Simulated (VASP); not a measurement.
These are PBE GGA, VASP's PBE PAW potentials (set 64) (plane waves; VASP) values and carry that method's errors.

The input files of a VASP run:

**INCAR**
```
ALGO = Normal
EDIFF = 1E-7
ENCUT = 400
GGA = PE
ISIF = 2
ISMEAR = -5
LASPH = .True.
LCHARG = .True.
LEFG = .True.
LMAXMIX = 4
LORBIT = 11
LREAL = .False.
LWAVE = .False.
NEDOS = 601
NELM = 100
PREC = Accurate
SYSTEM = Ni3Si
```

KPOINTS:
```
K-points
0
G
10 10 10
```

File POSCAR:
```
Ni3Si
1.0
  3.5035675767   0.0000000000   0.0000000000
  0.0000000000   3.5035675767   0.0000000000
  0.0000000000   0.0000000000   3.5035675767
Si Ni
1 3
direct
  0.0000000000   0.0000000000   0.0000000000
  0.0000000000   0.5000000000   0.5000000000
  0.5000000000   0.0000000000   0.5000000000
  0.5000000000   0.5000000000   0.0000000000
```

POTCAR, in this order: Si Ni (PBE.64 set). Program: vasp_std.

Output of the run:

**OSZICAR**
```
       N       E                     dE             d eps       ncg     rms          rms(c)
DAV:   1     0.177473174573E+03    0.17747E+03   -0.13311E+04  2360   0.179E+03
DAV:   2    -0.180023633645E+02   -0.19548E+03   -0.18834E+03  2352   0.343E+02
DAV:   3    -0.271825672456E+02   -0.91802E+01   -0.88242E+01  2588   0.981E+01
DAV:   4    -0.273910987788E+02   -0.20853E+00   -0.20728E+00  2742   0.131E+01
DAV:   5    -0.273986106682E+02   -0.75119E-02   -0.75044E-02  2812   0.242E+00    0.195E+01
DAV:   6    -0.272024493057E+02    0.19616E+00   -0.55656E+01  2759   0.122E+02    0.169E+01
DAV:   7    -0.237433272987E+02    0.34591E+01   -0.16074E+01  2599   0.670E+01    0.410E+00
DAV:   8    -0.237045919777E+02    0.38735E-01   -0.69705E-01  2436   0.631E+00    0.143E+00
DAV:   9    -0.236869503400E+02    0.17642E-01   -0.34073E-02  3192   0.264E+00    0.579E-01
DAV:  10    -0.236845764783E+02    0.23739E-02   -0.32671E-03  3099   0.447E-01    0.240E-01
DAV:  11    -0.236841178235E+02    0.45865E-03   -0.75507E-04  3603   0.321E-01    0.546E-02
DAV:  12    -0.236841183672E+02   -0.54368E-06   -0.11086E-04  2473   0.122E-01    0.150E-02
DAV:  13    -0.236841192730E+02   -0.90581E-06   -0.74448E-06  2741   0.185E-02    0.846E-03
DAV:  14    -0.236841196202E+02   -0.34716E-06   -0.67854E-07  2837   0.987E-03    0.330E-03
DAV:  15    -0.236841193484E+02    0.27178E-06   -0.20499E-07  1707   0.648E-03    0.869E-04
DAV:  16    -0.236841194964E+02   -0.14803E-06   -0.25543E-08  1316   0.152E-03    0.323E-04
DAV:  17    -0.236841194575E+02    0.38911E-07   -0.93193E-09  1281   0.102E-03
   1 F= -.23684119E+02 E0= -.23684119E+02  d E =0.000000E+00
```

OUTCAR:
```
------------------------ aborting loop because EDIFF is reached ----------------------------------------
  FORCE on cell =-STRESS in cart. coord.  units (eV):
  Direction    XX          YY          ZZ          XY          YZ          ZX
  --------------------------------------------------------------------------------------
  Total        0.0062906      0.0062906      0.0062906     -0.0000000     -0.0000000      0.0000000
  in kB        0.2343522      0.2343522      0.2343522     -0.0000000     -0.0000000      0.0000000
  external PRESSURE =       0.2343522 kB  Pullay stress =       0.0000000 kB
  volume of cell :       43.01
      direct lattice vectors                 reciprocal lattice vectors
     3.503567577  0.000000000  0.000000000     0.285423352  0.000000000  0.000000000
     0.000000000  3.503567577  0.000000000     0.000000000  0.285423352  0.000000000
     0.000000000  0.000000000  3.503567577     0.000000000  0.000000000  0.285423352
 POSITION                                       TOTAL-FORCE (eV/Angst)
 -----------------------------------------------------------------------------------
      0.00000      0.00000      0.00000         0.000000      0.000000      0.000000
      0.00000      1.75178      1.75178         0.000000      0.000000      0.000000
      1.75178      0.00000      1.75178         0.000000      0.000000      0.000000
      1.75178      1.75178      0.00000         0.000000      0.000000      0.000000
 -----------------------------------------------------------------------------------
    total drift:                                0.000000     -0.000000     -0.000000
  FREE ENERGIE OF THE ION-ELECTRON SYSTEM (eV)
  ---------------------------------------------------
  free  energy   TOTEN  =       -23.6841194575 eV

  energy  without entropy=      -23.6841194575  energy(sigma->0) =      -23.68411946

 total charge

# of ion       s       p       d       tot
------------------------------------------
    1        0.730   0.822   0.000   1.552
    2        0.486   0.572   8.409   9.467
    3        0.486   0.572   8.409   9.467
    4        0.486   0.572   8.409   9.467
--------------------------------------------------
tot          2.188   2.538  25.226  29.953
```
(Selected blocks of OUTCAR.)

For a metal the tetrahedron method with Blöchl corrections gives inexact stress and forces.

The compound is Ni3Si in the L1_2 structure. It was relaxed first. The run is not spin-polarised, so no magnetic state was tried.
